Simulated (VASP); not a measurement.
Set up this calculation in VASP 6.6.1, as the native input.

- Task: single point
- Functional: PBE
- Potentials or basis: VASP PAW PBE potentials, release 64 (Ca_sv, Si, Ag)
- Cutoff: 520 eV
- k mesh: 2 × 3 × 2
- Occupations: fermi-dirac, width 0.05 eV
- Spin: no spin polarisation
- Dipole correction: no
- Further INCAR settings: ALGO = Fast; EDIFF = 1e-07; NBANDS = 55

The structure of Ca2Si3Ag lies in POSCAR:

```
Ca2Si3Ag
1.0
    7.4709490000      1.4503910000      1.2156190000
    0.0996690000      5.7217800000      0.2953480000
   -0.4322470000     -1.0902980000      6.8499120000
Ca Si Ag
4 6 2
Direct
    0.4818909565      0.6515479739      0.4906497786
    0.6670156401      0.0443418348      0.2579273781
    0.0317509150      0.8158140591      0.4865154375
    0.2251774174      0.2547267117      0.4137295528
    0.1014152725      0.2751576692      0.0393988128
    0.0677404986      0.8421773125      0.9073973473
    0.3599028934      0.8160359209      0.9509647171
    0.8152456386      0.2624871833      0.9084028886
    0.8082263448      0.3404964831      0.5523803435
    0.4382358680      0.4559113767      0.1050904945
    0.4955978648      0.1840990984      0.7374472137
    0.7337717439      0.7475672047      0.8188247743
```

The cell was built by a generator and needn't be a form met in nature.

These files were run (other wordings do the same):

INCAR

```
SYSTEM = Ca2Si3Ag
ALGO = Fast
EDIFF = 1E-7
ENCUT = 520
GGA = PE
ISIF = 2
ISMEAR = -1
LASPH = .True.
LCHARG = .False.
LREAL = .False.
LWAVE = .False.
NBANDS = 55
NELM = 100
PREC = Accurate
SIGMA = 0.05
```

KPOINTS

```
k-points
0
Gamma
  2 3 2
  0 0 0
```

Potentials or basis: VASP PAW PBE potentials, release 64 (Ca_sv, Si, Ag).

Command:

```console
$ cat potpaw_PBE.64/Ca_sv/POTCAR potpaw_PBE.64/Si/POTCAR potpaw_PBE.64/Ag/POTCAR > POTCAR
$ mpirun -np 1 vasp_std > vasp.out
```

It gave:

| Property | Result |
| --- | --- |
| Pressure | -1.3 GPa |
| Largest force | 1.372 eV/Å |
| Band gap on the k mesh | none (metal or under the smearing width) |

Caveat: the k mesh is coarse (spacing up to 0.46 Å⁻¹), so the values aren't converged.

Wall time 11 min on 1 thread of AMD EPYC 7R13 Processor (Zen 3), with other jobs on the host, peak memory 0.41 GiB.
